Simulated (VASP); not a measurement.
Computed with r2SCAN meta-GGA, VASP's PBE PAW potentials (set 64) (plane waves; VASP 6.6.1).

The input files of a VASP run:

**KPOINTS**
```
Regular mesh
0
gamma
 15 15 8
```

POSCAR:
```
Si
1
    3.8324310080    -0.0000000000     0.0000000000
   -1.9162155040     3.3189821607    -0.0000000000
    0.0000000000     0.0000000000     6.3315916990
Si
4
Direct
  0.3333330000   0.6666670000   0.0628288344
  0.6666670000   0.3333330000   0.9371711656
  0.6666670000   0.3333330000   0.5628288344
  0.3333330000   0.6666670000   0.4371711656
```

**INCAR**
```
ALGO = Normal
CSHIFT = 0.1
EDIFF = 1E-7
ENCUT = 400
ISMEAR = 0
LASPH = .TRUE.
LCHARG = .FALSE.
LMIXTAU = .TRUE.
LOPTICS = .TRUE.
LPEAD = .TRUE.
LREAL = .FALSE.
LWAVE = .FALSE.
METAGGA = R2SCAN
NBANDS = 36
NEDOS = 1001
NELM = 100
PREC = Accurate
SIGMA = 0.01
SYSTEM = Si
```

POTCAR, in this order: Si (PBE.64 set). Program: vasp_std.

What does the run give for the energy per atom (σ→0)?

The energy per atom (σ→0) comes out as -8.763 eV/atom.

OSZICAR:
```
...
DAV:  17    -0.350501570796E+02    0.30007E-05   -0.44247E-06 12108   0.753E-03    0.399E-03
DAV:  18    -0.350501576532E+02   -0.57363E-06   -0.14900E-07 11596   0.126E-03    0.325E-03
DAV:  19    -0.350501592114E+02   -0.15582E-05   -0.10288E-07 10704   0.162E-03    0.128E-03
DAV:  20    -0.350501597696E+02   -0.55821E-06   -0.83256E-08  9552   0.127E-03    0.137E-03
DAV:  21    -0.350501596507E+02    0.11893E-06   -0.10978E-08  7684   0.376E-04    0.119E-03
DAV:  22    -0.350501596509E+02   -0.25557E-09   -0.43776E-10  5776   0.789E-05
   1 F= -.35050160E+02 E0= -.35050160E+02  d E =-.952631E-22
 imaginary and real dielectric function
```

The structure comes from a computed database's Si entry (P6_3/mmc); how it stands against other phases isn't given here. It was relaxed first.
